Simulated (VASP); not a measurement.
An input for Quantum ESPRESSO's pw.x (written as the equivalent of a VASP run, and not itself run):

```
&CONTROL
  calculation = 'scf'
  pseudo_dir = './pseudo'
  outdir = './out'
  tprnfor = .true.
  tstress = .true.
/
&SYSTEM
  ibrav = 0
  nat = 8
  ntyp = 3
  ecutwfc = 92
  occupations = 'smearing'
  smearing = 'gaussian'
  degauss = 0.000735
  input_dft = 'pbe'
/
&ELECTRONS
  conv_thr = 7.3e-08
  electron_maxstep = 100
/
ATOMIC_SPECIES
  Ga 69.723 Ga.upf
  Cu 63.546 Cu.upf
  Se 78.971 Se.upf
CELL_PARAMETERS angstrom
    -2.7721820    2.7721820    5.4455330
     2.7721820   -2.7721820    5.4455330
     2.7721820    2.7721820   -5.4455330
ATOMIC_POSITIONS crystal
  Ga   0.5000000  0.5000000  0.0000000
  Ga   0.2500000  0.7500000  0.5000000
  Cu   0.0000000  0.0000000  0.0000000
  Cu   0.7500000  0.2500000  0.5000000
  Se   0.8750000  0.8750000  0.5000000
  Se   0.1250000  0.6250000  0.0000000
  Se   0.3750000  0.3750000  0.5000000
  Se   0.6250000  0.1250000  0.0000000
K_POINTS automatic
  4 4 4 0 0 0
```

Write the VASP files for the same calculation (PBE).

This is not unique; one that fits is 
POSCAR:
```
CuGaSe2
6.7099790
 -0.4131431708   0.4131431708   0.8115573834
  0.4131431708  -0.4131431708   0.8115573834
  0.4131431708   0.4131431708  -0.8115573834
Ga Cu Se
2 2 4
Direct
  0.5000000000   0.5000000000   0.0000000000
  0.2500000000   0.7500000000   0.5000000000
  0.0000000000   0.0000000000   0.0000000000
  0.7500000000   0.2500000000   0.5000000000
  0.8750000000   0.8750000000   0.5000000000
  0.1250000000   0.6250000000   0.0000000000
  0.3750000000   0.3750000000   0.5000000000
  0.6250000000   0.1250000000   0.0000000000
```

### KPOINTS
```
Automatic mesh
0
Gamma
4 4 4
0 0 0
```

### INCAR
```
PREC = Accurate
LASPH = .TRUE.   # aspherical one-centre terms
EDIFF = 1E-6   # SCF stop (eV)
ALGO = Normal   # blocked Davidson
LREAL = .FALSE.   # projection in real space or not
SYSTEM = CuGaSe2
ENCUT = 300
ISIF = 2   # forces and stress, cell fixed
LMAXMIX = 4   # l cut-off of mixed one-centre charges
GGA = PE
ISMEAR = 0
NELM = 100   # most electronic steps
LCHARG = .FALSE.
LWAVE = .FALSE.
SIGMA = 0.01
```

POTCAR, in this order: Ga_d Cu Se (PBE.64 set). Program: vasp_std.

The two are equivalent in intent, not identical: the potentials are each code's own (VASP's PAW set, PseudoDojo norm-conserving files in pw.x), so ENCUT and ecutwfc are chosen apart and not converted; conv_thr bounds pw.x's estimated SCF error, while EDIFF bounds the energy change between steps.

The structure is a typed CuGaSe2 crystal. The cell was not relaxed at this level. The run is one of a series of settings (ISMEAR = 0, SIGMA = 0.01 against the base run), some of them coarse on purpose.
